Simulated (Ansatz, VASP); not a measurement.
# Cross-check of W10S (W(100)-c(2x2)-S, hollow site) between VASP and Ansatz

Wanted: the spread between two codes on one cell, functional and k mesh. Of the first pair: The structure shown is the start of the Ansatz relaxation below; VASP solves that cell, so the two are compared at the walk's first step.

Main program and level: Ansatz 0.2.0; plane waves, with VASP 6.6.1 beside it; PBEsol.

**1. Starting point**

The cell holds 11 atoms: 10 W and 1 S. Cell: a = 4.469 Å, b = 4.469 Å, c = 24.876 Å, α = 90.0°, β = 90.0°, γ = 90.0°. Vacuum lies along c.

Structure file:

```cif
data_structure
_symmetry_space_group_name_H-M 'P 1'
_symmetry_Int_Tables_number 1
_cell_length_a 4.4689
_cell_length_b 4.4689
_cell_length_c 24.8760
_cell_angle_alpha 90.000
_cell_angle_beta 90.000
_cell_angle_gamma 90.000
_cell_volume 496.80
loop_
_atom_site_label
_atom_site_type_symbol
_atom_site_fract_x
_atom_site_fract_y
_atom_site_fract_z
_atom_site_occupancy
W1 W 0.00000 0.00000 0.34169 1
W2 W 0.50000 0.50000 0.34169 1
W3 W 0.00000 0.50000 0.40521 1
W4 W 0.50000 0.00000 0.40521 1
W5 W 0.00000 0.00000 0.46872 1
W6 W 0.50000 0.50000 0.46872 1
W7 W 0.00000 0.50000 0.53224 1
W8 W 0.50000 0.00000 0.53224 1
W9 W 0.00000 0.00000 0.59575 1
W10 W 0.50000 0.50000 0.59575 1
S11 S 0.50000 0.00000 0.65831 1
```

**2. Ansatz: relaxation, PBEsol**

Ansatz runs on its default PAW (the set named soft_2) files.

The two programs are compared at the cell with which this relaxation starts, whose forces are those of its first step.

input.yaml reads:

```yaml
crystal:
  lattice:
    - [4.4689148571, 0.0, 0.0]
    - [0.0, 4.4689148571, 0.0]
    - [0.0, 0.0, 24.8760385599]
  atoms:
    - { symbol: W, position: [0.0, 0.0, 0.3416942766] }
    - { symbol: W, position: [0.5, 0.5, 0.3416942766] }
    - { symbol: W, position: [0.0, 0.5, 0.4052092127] }
    - { symbol: W, position: [0.5, 0.0, 0.4052092127] }
    - { symbol: W, position: [0.0, 0.0, 0.4687241488] }
    - { symbol: W, position: [0.5, 0.5, 0.4687241488] }
    - { symbol: W, position: [0.0, 0.5, 0.5322390849] }
    - { symbol: W, position: [0.5, 0.0, 0.5322390849] }
    - { symbol: W, position: [0.0, 0.0, 0.5957540211] }
    - { symbol: W, position: [0.5, 0.5, 0.5957540211] }
    - { symbol: S, position: [0.5, 0.0, 0.6583057234] }
kpoints:
  mp_grid: { grid: [6, 6, 1] }
hamiltonian:
  xc: pbesol
scf:
  occupations: { method: fermi_dirac, width: 0.1 }
  convergence: { dr2_threshold: 1.0e-08 }
efield:
  axis: 3
  dipole_correction: true
  ramp_position: 0.97
  ramp_width: 0.06
relax:
  f_tol: 0.015
  max_steps: 90
  constraints: [{ sites: [0, 1, 2, 3] }]
output:
  write_potential: true
  write_density: true
  volumetric_format: npy
```

Command:

```
$ ansatz run input.yaml --threads 4 --pin off --max-ram 6144MiB --backend cpu --events-out ev --progress --plain --runs-dir out
```

Numbers of over 12 decimals in the logs are rounded to 6 here.

Output:

```text
Engine: ansatz 0.2.0, x86_64-unknown-linux-gnu
Pseudopotentials: kind: paw
Pseudopotential: W, paw, valence charge 14, recommended cutoff 420 eV (normal), W.paw.azcp
Pseudopotential: S, paw, valence charge 6, recommended cutoff 420 eV (normal), S.paw.azcp
Functional definition: PBEsol
  exchange = pbesol_x
  correlation = pbesol_c
Crystal: 11 atoms, lattice volume = 496.804 Å³
Basis set: ecut = 420 eV, 9795 PW (Γ), exchange–correlation on 60×60×360 points (8 copies of the dense FFT grid, shifted against one another)
Bands: 88, of which v1, the nominal top of the filled ones, is band 73 counted from 1 (72 counted from 0)
Symmetry: 8 space group operations
Space group: P4mm (ITA 99), of the structure as read, at distance tolerance 7.9e-5 Å
k-points: 10 of 36
Non-local potential: W, projectors of the file, l = 0: 3, l = 1: 2, l = 2: 2, l = 3: 1
Non-local potential: S, projectors of the file, l = 0: 2, l = 1: 2, l = 2: 2
PAW form: soft (Blöchl's): semilocal exchange-correlation on the pseudo side does not see the compensation charge
PAW frozen core: W, regenerated for the run's functional, and the local potential with it (the file was generated under x = pbe(κ = 0.804, μ = 0.219515), c = pbe(β = 0.066725))
PAW frozen core: S, regenerated for the run's functional, and the local potential with it (the file was generated under x = pbe(κ = 0.804, μ = 0.219515), c = pbe(β = 0.066725))
PAW one-centre angular grid: W, 590 points (default); XC on 64 Gauss nodes
PAW one-centre angular grid: S, 110 points (default); XC on 64 Gauss nodes
Initial density: superposition of atomic densities (neutral atoms: chi_scale 0, normalization atom), corrected by the library's trained network
Initial wavefunctions: pseudopotential atomic-orbital guess
Functional: x = pbesol(κ = 0.804, μ = 0.123457), c = pbesol(β = 0.046)
SCF iter   1: F=—  HF=-103442.632605 eV  |F-HF|=—  |Δ(HF+E_count)|=         —  Δρ=6.40e-3  dr2=4.55e-1  ethr=1.77e-3  p=-0.064 e·Å  D=-2.32e-2 V/Å  ΔV_dip=0.58 eV  dr2_dipole=4.57e-3  V_vac-E_F(+/−)=4.99/4.42 eV  ⟨swp⟩=9.3  Hψ=4430  notcnv=0
efield: sawtooth ramp at fractional position 0.9700 (set: `efield.ramp_position`, or a place that a band, a saddle search or an elastic batch's reference lends), width 0.0600; the density the first Hamiltonian is built on has a dipole p = -0.064 e·Å; the dipole correction subtracts the counter field D = -2.32e-2 V/Å, which shifts the + side's vacuum level by +0.58 eV against the − side's; the planar-averaged density in the ramp window peaks in size at 2.1e-5 e/Å³
preconditioner: auto → LDOS  [metal: Δε(μ)=0.019 eV  Ē_g=4.775 eV  σ=0.100 eV  W_gap=0.05  n_scr=96 (ndim 8)  ℏωp=13.5 eV  f_vac=0.564  D(μ)=10.13/eV (n_scr^D=58)  β→1.0]
SCF iter   2: F=—  HF=-103442.622927 eV  |F-HF|=—  |Δ(HF+E_count)|=   9.68e-3  Δρ=4.89e-3  dr2=3.39e-1  ethr=3.12e-4  p=-0.073 e·Å  D=-2.65e-2 V/Å  ΔV_dip=0.66 eV  dr2_dipole=1.31e-3  V_vac-E_F(+/−)=5.03/4.37 eV  ⟨swp⟩=3.0  Hψ=1528  notcnv=0
SCF iter   3: F=—  HF=-103442.583481 eV  |F-HF|=—  |Δ(HF+E_count)|=   3.94e-2  Δρ=1.07e-3  dr2=1.51e-2  ethr=2.32e-4  p=-0.069 e·Å  D=-2.52e-2 V/Å  ΔV_dip=0.63 eV  dr2_dipole=1.55e-5  V_vac-E_F(+/−)=5.01/4.38 eV  ⟨swp⟩=2.3  Hψ=1339  notcnv=0
SCF iter   4: F=—  HF=-103442.582328 eV  |F-HF|=—  |Δ(HF+E_count)|=   1.15e-3  Δρ=3.57e-4  dr2=1.76e-3  ethr=1.03e-5  p=-0.069 e·Å  D=-2.50e-2 V/Å  ΔV_dip=0.62 eV  dr2_dipole=1.87e-4  V_vac-E_F(+/−)=4.99/4.37 eV  ⟨swp⟩=2.6  Hψ=1277  notcnv=0
SCF iter   5: F=—  HF=-103442.582192 eV  |F-HF|=—  |Δ(HF+E_count)|=   1.36e-4  Δρ=1.19e-4  dr2=2.76e-4  ethr=1.21e-6  p=-0.068 e·Å  D=-2.49e-2 V/Å  ΔV_dip=0.62 eV  dr2_dipole=4.49e-5  V_vac-E_F(+/−)=4.98/4.36 eV  ⟨swp⟩=2.2  Hψ=1215  notcnv=0
SCF iter   6: F=—  HF=-103442.582186 eV  |F-HF|=—  |Δ(HF+E_count)|=   6.09e-6  Δρ=6.67e-5  dr2=6.11e-5  ethr=1.89e-7  p=-0.068 e·Å  D=-2.47e-2 V/Å  ΔV_dip=0.61 eV  dr2_dipole=1.15e-6  V_vac-E_F(+/−)=4.97/4.36 eV  ⟨swp⟩=2.2  Hψ=1236  notcnv=0
SCF iter   7: F=—  HF=-103442.582058 eV  |F-HF|=—  |Δ(HF+E_count)|=   1.28e-4  Δρ=1.42e-5  dr2=1.97e-6  ethr=4.19e-8  p=-0.068 e·Å  D=-2.46e-2 V/Å  ΔV_dip=0.61 eV  dr2_dipole=8.80e-8  V_vac-E_F(+/−)=4.97/4.36 eV  ⟨swp⟩=2.2  Hψ=1211  notcnv=0
SCF iter   8: F=—  HF=-103442.581827 eV  |F-HF|=—  |Δ(HF+E_count)|=   2.32e-4  Δρ=5.81e-6  dr2=4.38e-7  ethr=1.35e-9  p=-0.068 e·Å  D=-2.46e-2 V/Å  ΔV_dip=0.61 eV  dr2_dipole=1.02e-10  V_vac-E_F(+/−)=4.97/4.36 eV  ⟨swp⟩=3.6  Hψ=1850  notcnv=0
SCF iter   9: F=—  HF=-103442.581827 eV  |F-HF|=—  |Δ(HF+E_count)|=   1.06e-7  Δρ=1.71e-6  dr2=3.78e-8  ethr=3.00e-10  p=-0.067 e·Å  D=-2.46e-2 V/Å  ΔV_dip=0.61 eV  dr2_dipole=3.20e-10  V_vac-E_F(+/−)=4.97/4.36 eV  ⟨swp⟩=2.3  Hψ=1304  notcnv=0
[...]
SCF iter   8: F=-103443.335328 eV  HF=-103443.335328 eV  |F-HF|=1.50e-9  |Δ(HF+E_count)|=   1.39e-8  Δρ=5.51e-7  dr2=5.36e-9  ethr=6.85e-12  p=0.048 e·Å  D=1.75e-2 V/Å  ΔV_dip=-0.44 eV  dr2_dipole=2.25e-11  V_vac-E_F(+/−)=3.96/4.39 eV  ⟨swp⟩=11.8  Hψ=6718  notcnv=0
SCF 5 converged in 8 iterations: F = -103443.335328 eV  dr2 = 5.36e-9
relax step   5: F+E_penalty+E_count = -103443.33532803 eV  Δ(F+E_penalty+E_count) = -2.572e-3 eV  max|allowed force component| = 1.062e-2 eV/Å  Δτ_max = 0.0158 Å  (8 SCF iters, accepted)
NSCF: frozen V_eff on 10 k-points
the search or the solves at the SCF's close seem to have found levels that the self-consistency loop had missed (the run counts 1). By its estimate they hold 1.54e-12 electrons. The energies and the density leave them out; if the run goes on with those levels, later outputs use occupations computed again with them
WARN: The output density's exchange-correlation potential varies sharply where the density is thin. Do not read a vacuum level from v_tot or v_xc, or from such a field of the output density. On a cell that repeats whose density bears no net charge and no dipole along the vacuum's axis use v_es (v_loc + v_h of the components); under efield.dipole_correction with no amplitude use v_es + v_field, which holds any externa [...]
SCF converged after 8 iterations
Free energy (F): -103443.335328 eV
Harris-Foulkes:  -103443.335328 eV  (|F-HF|=1.50e-9)
Internal energy: -103443.024029 eV  (E = F + TS)
E sigma→0 (E₀):  -103443.179679 eV
Entropy (-TS):   -0.311299 eV (-28.300 meV/atom)
Fermi energy:    4.860573 eV
Dipole field:    D = 0.017522 V/Å  (p = 0.048107 e·Å, saw-weighted, corrected)
Work function:   Φ+ = 3.9566 eV   Φ− = 4.3925 eV
Levels:          The Fermi level and band energies are counted from a zero that moves with the ramp; work functions are not
--- Per-component energies (eV) ---
  E_band       = -3306.002996
  E_kinetic    = 4597.650770
  E_local      = -188200.123169  (includes V_loc(G=0)·N_el)
  E_nonlocal   = 67.571786
  E_hartree    = 91982.630551
  E_xc         = -2737.731023
  E_vxc        = -2460.046500  (∫ρ·V_xc dr)
  E_paw        = -84946.252704  (= ΣΔE_a)
  E_vpaw       = -1277.979988  (= ΣTr[D̂ρ^β])
  E_aug_tail   = -0.000605  (compensation charges beyond the density's cutoff)
  E_efield     = 0.000421  (sawtooth field / dipole correction)
  E_vefield    = 1.645779  (∫n·V_field dr)
  E_ewald      = 75790.950073
  E_core_change = 2.279871  (= ΣΔE_core)
  E_smearing   = -0.311299  (= −TS)
  E_closure    = 0.000000  (closes the sum)
  Σ components = -103443.335328   (vs F -103443.335328, Δ=0.00e0)
--- Forces (eV/Å), atoms counted from 1 ---
  atom   1  W      0.00000000     0.00000000     1.62104218
  atom   2  W      0.00000000     0.00000000     1.62104218
  atom   3  W      0.00000000     0.00000000    -1.61607355
  atom   4  W     -0.00000000     0.00000000    -1.61719315
  atom   5  W      0.00000000     0.00000000    -0.00744034
  atom   6  W     -0.00000000     0.00000000    -0.00744034
  atom   7  W     -0.00000000     0.00000000     0.00533708
  atom   8  W     -0.00000000     0.00000000    -0.01062130
  atom   9  W     -0.00000000     0.00000000     0.00111405
  atom  10  W      0.00000000     0.00000000     0.00111405
  atom  11  S      0.00000000     0.00000000     0.00912866
  max |Σ_I F_I| component: 9.53e-6 eV/Å
--- Band table (eV; the first three rows and the last of 10) ---
  k-point 0: bands = [... 69 lower, 4.2767, 4.5974, 4.7258, 4.8040, 4.8040, 5.7921, 6.1070, 6.2976, ... 11 higher]
  k-point 1: bands = [... 69 lower, 4.2541, 4.4131, 4.6645, 5.2655, 5.2852, 5.6125, 5.7659, 6.0340, ... 11 higher]
  k-point 2: bands = [... 69 lower, 3.8405, 4.4603, 4.6976, 4.8354, 4.9767, 5.1762, 5.2191, 5.7140, ... 11 higher]
  k-point 9: bands = [... 69 lower, 4.1617, 4.4668, 4.6895, 4.7279, 4.8070, 4.8070, 5.5219, 5.5964, ... 11 higher]
--- Relaxed structure (5 steps of the walk, 5 accepted, 0 SCFs on fresh bases) ---
  F+E_penalty+E_count = -103443.33532803 eV   max|allowed force component| = 1.062e-2 eV/Å
  atoms:
    - { symbol: W, position: [0.0, 0.0, 0.341694] }
    - { symbol: W, position: [0.5, 0.5, 0.341694] }
    - { symbol: W, position: [0.0, 0.5, 0.405209] }
    - { symbol: W, position: [0.5, 0.0, 0.405209] }
    - { symbol: W, position: [0, 0.0, 0.467310] }
    - { symbol: W, position: [0.5, 0.5, 0.467310] }
    - { symbol: W, position: [0, 0.5, 0.531962] }
    - { symbol: W, position: [0.5, 0.0, 0.529530] }
    - { symbol: W, position: [0, 0.0, 0.591418] }
    - { symbol: W, position: [0.5, 0.5, 0.591418] }
    - { symbol: S, position: [0.5, 0.0, 0.634600] }
```

Reading the cycles: dr2 is the Hartree energy of the density residual (eV), the measure of convergence; HF is the Harris–Foulkes estimate of the energy, which meets the free energy F at convergence.

(Continued in part 2 of 3.)

[Lines on the potential files, build, host, timing and source positions are cut from VASP's logs without a mark.]

[Logs are printed without paths, hosts, clocks, repeated set-up lines and the standing remarks that a program may print on its own settings, such as how far it seeks lower states.]

[Hosts, paths, dates, database ids (printed as entryN), source tags and the programs' standing remarks are cut or masked in the printed files.]
